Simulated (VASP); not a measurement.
**Lu3Si in VASP: tuning start**

The system is Lu3Si.

```
Lu Si
1.0
     4.54142    0.00000    0.00000
     0.00000    4.54142    0.00000
     0.00000    0.00000    4.54142
Lu Si
3 1
Direct
  0.49724 0.50077 0.99906
  0.50043 0.99742 0.50113
  0.99922 0.49921 0.49909
  0.99618 0.00180 0.00037
```

The cell comes from a database or a generator and needn't be the stable form of this composition.

The cell isn't the ideal one: atoms moved at random, drawn with an rms of 0.02 Å.

- Program: VASP 6.6.1
- Task: single point
- Functional: PBE
- Potentials or basis: VASP PAW PBE potentials, release 64 (Lu, Si)
- Cutoff: 500 eV
- k mesh: 5 × 5 × 5
- Occupations: methfessel-paxton, width 0.1 eV
- Spin: no spin polarisation

These are the settings of the first run; the series varies start, with any setting tied to it.

Hardware: 1 thread of AMD EPYC 7R13 Processor (Zen 3), with other jobs on the host.

```csv
start,energy less the last converged row (meV/atom),SCF cycles,wall time (s),peak memory (GiB)
defaults,0.00,56,1700,0.33
NELMDL=-12,0.00,47,1400,0.33
NELMDL=0,0.00,56,1500,0.33
NELMDL=-2,not converged,-,-,-
```

Fastest here: NELMDL=-12 (1400 s), level within noise with NELMDL=0; slowest of those that converged: defaults (1700 s). These are single runs, one after another on one machine, so differences under about a fifth mean little.

The run has no spin-orbit coupling, so splittings on Lu are missing.
